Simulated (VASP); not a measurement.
Hf2Pd2Se2Br2O3:

```
Hf Pd Se Br O
1.0
     5.76069    0.00496   -0.00286
    -0.52750    5.84664    0.03413
    -1.48435   -0.92642    6.64586
Hf Pd Se Br O
2 2 2 2 3
Cartesian
  3.5658 1.9949 2.3367
  0.5362 2.1009 3.9624
  3.9042 -0.0043 5.6409
  0.4456 4.9498 2.4142
  2.0523 1.4944 6.2402
  2.4066 4.0824 3.5487
  4.1617 5.6554 1.0519
  -0.4152 4.0015 5.7576
  4.5038 1.1491 3.9299
  1.7546 1.0574 2.7229
  -0.4225 3.0696 2.4575
```

The cell was built by a generator and needn't be a form met in nature.

```yaml
Program: VASP 6.6.1
Task: relaxation of cell and atoms
Functional: PBEsol
Potentials_or_basis: VASP PAW PBE potentials, release 64 (Hf_pv, Pd, Se, Br, O)
Cutoff: 600 eV
k_mesh: 5 × 5 × 4
Occupations: fermi-dirac, width 0.05 eV
Spin: no spin polarisation
```

At the start: pressure -4.8 GPa; volume 20.36 Å³/atom.

Q: Where does the relaxation end?

A: Over 27 steps the energy falls by 16.8 meV/atom and the volume is 19.22 Å³/atom (-5.6 %); space group P1 (No. 1, to 0.05 Å).

The path:
```tsv
step	energy change (eV)	largest force (eV/Å)	pressure (GPa)	volume (Å³)
1	0.0000	0.4583	-4.81	224.01
2	0.0865	1.8885	6.48	204.78
3	-0.1480	0.4814	-0.34	215.16
4	-0.1732	0.1895	-0.03	212.74
5	-0.1732	0.2039	-0.01	212.64
6	-0.1776	0.1234	0.03	212.12
7	-0.1776	0.1109	0.03	212.15
8	-0.1801	0.0811	-0.01	212.08
9	-0.1813	0.0899	-0.07	212.00
10	-0.1825	0.0481	0.05	211.68
11	-0.1827	0.0723	0.12	211.55
12	-0.1832	0.0591	-0.16	211.80
13	-0.1832	0.0585	-0.11	211.75
14	-0.1838	0.0326	-0.01	211.51
15	-0.1839	0.0417	0.00	211.46
16	-0.1842	0.0277	0.02	211.37
17	-0.1841	0.0544	0.06	211.28
18	-0.1842	0.0364	0.04	211.33
19	-0.1844	0.0291	-0.05	211.45
20	-0.1844	0.0294	-0.05	211.45
21	-0.1845	0.0237	0.04	211.33
22	-0.1845	0.0223	0.03	211.33
23	-0.1845	0.0230	-0.03	211.41
24	-0.1845	0.0148	-0.01	211.39
25	-0.1846	0.0115	0.00	211.40
26	-0.1846	0.0119	0.00	211.40
27	-0.1846	0.0078	0.00	211.40
```

Final structure:
```
Hf Pd Se Br O
1.0
     5.68397    0.00781   -0.00119
    -0.51752    5.71480    0.01252
    -1.46316   -0.93000    6.50563
Hf Pd Se Br O
2 2 2 2 3
Direct
  0.74538 0.39745 0.34833
  0.28770 0.45164 0.59538
  0.90893 0.12655 0.84639
  0.25085 0.90541 0.35949
  0.63645 0.40378 0.93460
  0.62740 0.78788 0.53374
  0.84938 0.98523 0.15335
  0.23020 0.82439 0.86791
  0.95893 0.28836 0.59101
  0.43065 0.24458 0.40333
  0.07413 0.58474 0.36649
```

Caveat: the PAW data sets were made with another functional, which shifts forces and pressure a little.
